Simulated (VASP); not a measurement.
Method: PBE GGA, VASP's PBE PAW potentials (set 64) (plane waves; VASP).

VASP input:

File POSCAR:
```
SiC
1
    1.5430797105    -2.6726922128     0.0000000000
    1.5430797105     2.6726922128    -0.0000000000
    0.0000000000    -0.0000000000     5.0649980830
Si C
2 2
Direct
  0.6666670000   0.3333330000   0.4995952055
  0.3333330000   0.6666670000   0.9995952055
  0.6666670000   0.3333330000   0.8754047945
  0.3333330000   0.6666670000   0.3754047945
```

### KPOINTS
```
Automatic mesh
0
Gamma
8 8 4
0 0 0
```

### INCAR
```
SYSTEM = SiC
PREC = Accurate
ENCUT = 600
EDIFF = 1E-7
NELM = 100
ALGO = Normal
LREAL = .FALSE.
LASPH = .TRUE.
ISMEAR = 0
SIGMA = 0.05
GGA = PE
LWAVE = .FALSE.
LCHARG = .FALSE.
ISIF = 3
IBRION = 2
NSW = 40
EDIFFG = -0.01
PSTRESS = 10
```

POTCAR, in this order: Si C (PBE.64 set). Program: vasp_std.

The run wrote:

### OSZICAR
```
       N       E                     dE             d eps       ncg     rms          rms(c)
DAV:   1     0.410147488638E+02    0.41015E+02   -0.81407E+03   720   0.135E+03
DAV:   2    -0.302649077033E+02   -0.71280E+02   -0.65444E+02  1000   0.199E+02
DAV:   3    -0.337367211660E+02   -0.34718E+01   -0.34474E+01   952   0.442E+01
DAV:   4    -0.337803735631E+02   -0.43652E-01   -0.43622E-01   892   0.568E+00
DAV:   5    -0.337810818228E+02   -0.70826E-03   -0.70809E-03   928   0.708E-01    0.123E+01
DAV:   6    -0.302160513703E+02    0.35650E+01   -0.10610E+01   880   0.208E+01    0.548E+00
DAV:   7    -0.301274337216E+02    0.88618E-01   -0.89738E-01   900   0.631E+00    0.242E+00
DAV:   8    -0.301119228427E+02    0.15511E-01   -0.46931E-02   832   0.163E+00    0.537E-01
DAV:   9    -0.301112814634E+02    0.64138E-03   -0.62302E-03   868   0.611E-01    0.131E-01
DAV:  10    -0.301115454413E+02   -0.26398E-03   -0.73100E-04   848   0.194E-01    0.546E-02
DAV:  11    -0.301115584405E+02   -0.12999E-04   -0.12138E-04   840   0.853E-02    0.124E-02
DAV:  12    -0.301115596612E+02   -0.12208E-05   -0.43755E-06   888   0.171E-02    0.300E-03
DAV:  13    -0.301115601057E+02   -0.44445E-06   -0.23257E-07   752   0.412E-03    0.178E-03
DAV:  14    -0.301115601590E+02   -0.53298E-07   -0.19820E-08   484   0.128E-03
   1 F= -.29850803E+02 E0= -.29850803E+02  d E =-.298508E+02
```

### OUTCAR
```
------------------------ aborting loop because EDIFF is reached ----------------------------------------
  FORCE on cell =-STRESS in cart. coord.  units (eV):
  Direction    XX          YY          ZZ          XY          YZ          ZX
  --------------------------------------------------------------------------------------
  Total        0.2698136      0.2698136      0.2544968     -0.0000000      0.0000000      0.0000000
  in kB       10.3473195     10.3473176      9.7599199     -0.0000000      0.0000000      0.0000000
  external PRESSURE =       0.1515190 kB  Pullay stress =      10.0000000 kB
  volume of cell :       41.78
      direct lattice vectors                 reciprocal lattice vectors
     1.543079711 -2.672692213  0.000000000     0.324027331 -0.187077284  0.000000000
     1.543079711  2.672692213  0.000000000     0.324027331  0.187077284  0.000000000
     0.000000000  0.000000000  5.064998083     0.000000000  0.000000000  0.197433441
  FREE ENERGIE OF THE ION-ELECTRON SYSTEM (eV)
  ---------------------------------------------------
  free  energy   TOTEN  =       -30.1115601590 eV

  energy  without entropy=      -30.1115601590  energy(sigma->0) =      -30.11156016
  enthalpy is  TOTEN    =       -29.8508031398 eV   P V=        0.2607570192

 reached required accuracy - stopping structural energy minimisation
```
(Selected blocks of OUTCAR.)

The compound is SiC in the wurtzite structure, the rare 2H polytype. It was relaxed first under an external pressure of 1 GPa.
